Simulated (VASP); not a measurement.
```
CELL_PARAMETERS angstrom
      1.75683    -3.04292     0.00000
      1.75683     3.04292     0.00000
      0.00000     0.00000     4.76904
ATOMIC_POSITIONS crystal
  Pt 0.00000 0.00000 0.00000
  S  0.33333 0.66667 0.25079
  S  0.66667 0.33333 0.74921
```

All values below come from rev-vdW-DF2, VASP's PBE PAW potentials (set 64) (plane waves; VASP 6.6.1). Settings: 520 eV cut-off, 7×7×5 Γ-centred mesh, Gaussian smearing of 0.050 eV, potentials Pt S.

Question: The ions and cell shape at fixed volume are relaxed. Give the cell that the relaxation ends in.

Answer: 
```
CELL_PARAMETERS angstrom
      1.79049    -3.10122     0.00000
      1.79049     3.10122     0.00000
      0.00000     0.00000     4.59142
ATOMIC_POSITIONS crystal
  Pt 0.00000 0.00000 0.00000
  S  0.33333 0.66667 0.26389
  S  0.66667 0.33333 0.73611
```
Space group P-3m1 (164), at a tolerance of 0.03 Å.

Question: How much energy does the relaxation gain?

Answer: The energy (σ→0) changes by -23.6 meV/atom, in 6 ionic steps.

The compound is PtS2 in the 1T layered structure. This cell is one point of a volume scan, at 0.94 of the reference volume. Symmetry was kept, so distortions that lower it aren't found.
